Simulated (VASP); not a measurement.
All values below come from PBE GGA, VASP's PBE PAW potentials (set 64) (plane waves; VASP).

VASP ran on this input.

KPOINTS:
```
kpoints
0
gamma
6 6 4
0 0 0
```

### INCAR
```
! general
SYSTEM   =  SnSe2
PREC     =  Accurate
ENCUT    =  480
LREAL    =  F   ! projection in real space or not
LASPH    =  T

! electronic loop
EDIFF    =  1E-7   ! SCF stop (eV)
NELM     =  100
ALGO     =  Normal
LMAXMIX  =  4   ! l cut-off of mixed one-centre charges

! smearing
ISMEAR   =  0   ! Gaussian
SIGMA    =  0.05

! functional
GGA      =  PE   ! PBE

! ions
ISIF     =  2

! output
LWAVE    =  F
LCHARG   =  F
```

File POSCAR:
```
SnSe2
1
    1.9363174546    -3.3538004329    -0.0000000000
    1.9363174546     3.3538004329     0.0000000000
    0.0000000000     0.0000000000     6.8955207707
Sn Se
1 2
Direct
  0.0000000000   0.0000000000   1.0000000000
  0.3333330000   0.6666670000   0.2313193975
  0.6666670000   0.3333330000   0.7686806025
```

POTCAR, in this order: Sn_d Se (PBE.64 set). Program: vasp_std.

What VASP printed:

### OSZICAR
```
       N       E                     dE             d eps       ncg     rms          rms(c)
DAV:   1     0.191037662150E+03    0.19104E+03   -0.11867E+04   816   0.158E+03
DAV:   2     0.931884330132E+01   -0.18172E+03   -0.17853E+03   893   0.376E+02
DAV:   3    -0.114780509394E+02   -0.20797E+02   -0.19873E+02  1081   0.120E+02
DAV:   4    -0.121228918119E+02   -0.64484E+00   -0.64431E+00   984   0.222E+01
DAV:   5    -0.121370590443E+02   -0.14167E-01   -0.14166E-01  1255   0.343E+00    0.467E+00
DAV:   6    -0.118783557121E+02    0.25870E+00   -0.65016E-01  1199   0.871E+00    0.303E+00
DAV:   7    -0.118630929466E+02    0.15263E-01   -0.15619E-01  1005   0.273E+00    0.972E-01
DAV:   8    -0.118629974203E+02    0.95526E-04   -0.13121E-02  1022   0.114E+00    0.266E-01
DAV:   9    -0.118635584272E+02   -0.56101E-03   -0.14502E-03   940   0.332E-01    0.819E-02
DAV:  10    -0.118635785010E+02   -0.20074E-04   -0.13092E-04  1196   0.882E-02    0.326E-02
DAV:  11    -0.118636152387E+02   -0.36738E-04   -0.59067E-05   844   0.481E-02    0.101E-02
DAV:  12    -0.118636152357E+02    0.30304E-08   -0.29411E-06  1117   0.139E-02    0.693E-03
DAV:  13    -0.118636163393E+02   -0.11036E-05   -0.28376E-06   858   0.972E-03    0.175E-03
DAV:  14    -0.118636164641E+02   -0.12479E-06   -0.13222E-07   885   0.259E-03    0.527E-04
DAV:  15    -0.118636164723E+02   -0.82846E-08   -0.49646E-08   633   0.163E-03
   1 F= -.11863616E+02 E0= -.11863616E+02  d E =-.737792E-16
```

### OUTCAR
```
------------------------ aborting loop because EDIFF is reached ----------------------------------------
  FORCE on cell =-STRESS in cart. coord.  units (eV):
  Direction    XX          YY          ZZ          XY          YZ          ZX
  --------------------------------------------------------------------------------------
  Total        0.0680942      0.0680943      0.0055094      0.0000000      0.0000000      0.0000000
  in kB        1.2181763      1.2181765      0.0985608      0.0000000      0.0000000      0.0000000
  external PRESSURE =       0.8449712 kB  Pullay stress =       0.0000000 kB
  volume of cell :       89.56
      direct lattice vectors                 reciprocal lattice vectors
     1.936317455 -3.353800433  0.000000000     0.258222121 -0.149084601  0.000000000
     1.936317455  3.353800433  0.000000000     0.258222121  0.149084601  0.000000000
     0.000000000  0.000000000  6.895520771     0.000000000  0.000000000  0.145021679
 POSITION                                       TOTAL-FORCE (eV/Angst)
 -----------------------------------------------------------------------------------
      0.00000      0.00000      0.00000         0.000000      0.000000      0.000000
      1.93632      1.11794      1.59507         0.000000     -0.000000     -0.004806
      1.93632     -1.11794      5.30045        -0.000000     -0.000000      0.004806
 -----------------------------------------------------------------------------------
    total drift:                                0.000000     -0.000000      0.000000
  FREE ENERGIE OF THE ION-ELECTRON SYSTEM (eV)
  ---------------------------------------------------
  free  energy   TOTEN  =       -11.8636164723 eV

  energy  without entropy=      -11.8636164723  energy(sigma->0) =      -11.86361647
```
(Selected blocks of OUTCAR.)

### OUTCAR
```
 val. band max:        2.6601717819   @ k =   0.1667   0.0000   0.0000

 cond. band min:       3.3504101038   @ k =   0.5000   0.0000   0.5000


 Fermi energy:         2.9380422585

 k-point     1 :       0.0000    0.0000    0.0000
  band No.  band energies     occupation
      1     -18.4630      2.00000
      2     -18.4630      2.00000
      3     -18.4320      2.00000
      4     -18.4223      2.00000
      5     -18.4223      2.00000
      6     -10.6968      2.00000
      7      -9.3552      2.00000
      8      -3.0633      2.00000
      9       2.1898      2.00000
     10       2.1918      2.00000
     11       2.1918      2.00000
     12       2.5338      2.00000
     13       2.5338      2.00000
     14       3.7220      0.00000
     15       5.7426      0.00000
     16       7.2447      0.00000
     17       7.2448      0.00000

 k-point     2 :       0.1667    0.0000    0.0000
  band No.  band energies     occupation
      1     -18.4722      2.00000
      2     -18.4550      2.00000
      3     -18.4290      2.00000
      4     -18.4244      2.00000
      5     -18.4214      2.00000
      6     -10.4490      2.00000
      7      -9.1982      2.00000
      8      -3.1140      2.00000
      9       0.4550      2.00000
     10       1.3877      2.00000
     11       1.5195      2.00000
     12       2.2634      2.00000
     13       2.6602      2.00000
     14       4.7424      0.00000
     15       6.3499      0.00000
     16       7.4358      0.00000
     17       7.7227      0.00000

 k-point     3 :       0.3333    0.0000    0.0000
  band No.  band energies     occupation
      1     -18.4938      2.00000
      2     -18.4453      2.00000
      3     -18.4379      2.00000
      4     -18.4130      2.00000
      5     -18.4104      2.00000
      6      -9.8024      2.00000
      7      -8.9050      2.00000
      8      -3.6687      2.00000
      9      -0.9903      2.00000
     10       0.2978      2.00000
     11       0.7617      2.00000
...
```

Without a dispersion term in the relaxation, distances and binding between the weakly bound layers, chains or molecules are unreliable, and so is what depends on them. Unless said otherwise, spin-orbit coupling is left out, though it shifts the bands of the heavy elements here.

The compound is SnSe2 in the 1T layered structure. It was relaxed first, which changed the volume by +16 %.
